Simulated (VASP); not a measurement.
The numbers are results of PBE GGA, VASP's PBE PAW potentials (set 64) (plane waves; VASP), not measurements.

The input files of a VASP run:

**INCAR**
```
SYSTEM = NbAs
PREC = Accurate
ENCUT = 300
EDIFF = 1E-6
NELM = 100
ALGO = Normal
LREAL = .FALSE.
LASPH = .TRUE.
ISMEAR = -1
SIGMA = 0.136
GGA = PE
LMAXMIX = 4
LWAVE = .FALSE.
LCHARG = .FALSE.
ISIF = 2
```

POSCAR:
```
NbAs
1
    3.2302790000     0.0000000000     0.0000000000
    0.0000000000     3.2302790000     0.0000000000
    0.0000000000     0.0000000000     3.2302790000
Nb As
1 1
Direct
  0.0000000000   0.0000000000   0.0000000000
  0.5000000000   0.5000000000   0.5000000000
```

### KPOINTS
```
K-points
0
G
8 8 8
```

POTCAR, in this order: Nb_sv As (PBE.64 set). Program: vasp_std.

**Question.** What will the output report for the number of irreducible k-points (NKPTS), largest plane-wave count, number of space-group operations, FFT grid (NGX, NGY, NGZ)?

**Answer.** 
The number of irreducible k-points (NKPTS) is 35, the largest plane-wave count is 432 and the number of space-group operations is 48. The FFT grid (NGX, NGY, NGZ) is 18 × 18 × 18.

The structure was generated: NbAs was put into an ordered model structure, which need not be its known phase. The cell was not relaxed at this level.
